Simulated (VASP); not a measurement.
Ba (relaxed from the simple-cubic structure, space group Pm-3m): computed properties

Computed with r2SCAN meta-GGA, VASP's PBE PAW potentials (set 64) (plane waves; VASP).

```
Property                                                                                                   Value
----------------------------------  ----------------------------------------------------------------------------
space group                                                                                          Pm-3m (221)
cell                                a = 3.9418 Å, b = 3.9418 Å, c = 3.9418 Å, α = 90.00°, β = 90.00°, γ = 90.00°
volume per atom                                                                                    61.25 Å³/atom
band gap (over mesh and band path)                                      none (metal, semimetal or under 0.01 eV)
band gap with spin-orbit coupling                                                                none (metallic)
density                                                                                               3.72 g/cm³
```

Ba is taken in the cubic space group Pm-3m (No. 221), the simple cubic structure, Pearson symbol cP1. Conventional cell: a = b = c = 3.9418 Å, α = β = γ = 90.00°. Ba on 1a is surrounded by 6 Ba at 3.942 Å and 12 Ba at 5.575 Å. (Neighbours: up to the widest gap in distance over summed covalent radii, below 1.35, at either atom.)

Unless said otherwise, spin-orbit coupling is left out, though it shifts the bands of the heavy elements here.

The structure was generated: Ba was put into the simple-cubic type (Pm-3m), which need not be its known phase. It was relaxed first, which changed the volume by -14 %. Symmetry was kept, so distortions that lower it aren't found.
